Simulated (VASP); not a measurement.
Data:

```yaml
crystal:
  lattice:
    - [-1.65000, 1.65000, 1.65000]
    - [1.65000, -1.65000, 1.65000]
    - [1.65000, 1.65000, -1.65000]
  atoms:
    - { symbol: Ta, position: [0.00000, 0.00000, 0.00000] }
```

Level of theory: PBE GGA, VASP's PBE PAW potentials (set 64) (plane waves; VASP). Settings: 300 eV cut-off, 14×14×14 Γ-centred mesh, Fermi-Dirac smearing of 0.050 eV, potentials Ta_pv.

At this cut-off the stress carries a Pulay error, which pulls relaxed volumes low.

Give the stress tensor in GPa (positive for a compressed cell).

```
3.09  0.00  0.00
0.00  3.09  0.00
0.00  0.00  3.09
```
The pressure is its mean diagonal, 3.09 GPa.

The structure is a typed Ta crystal (Im-3m). The cell was not relaxed at this level.
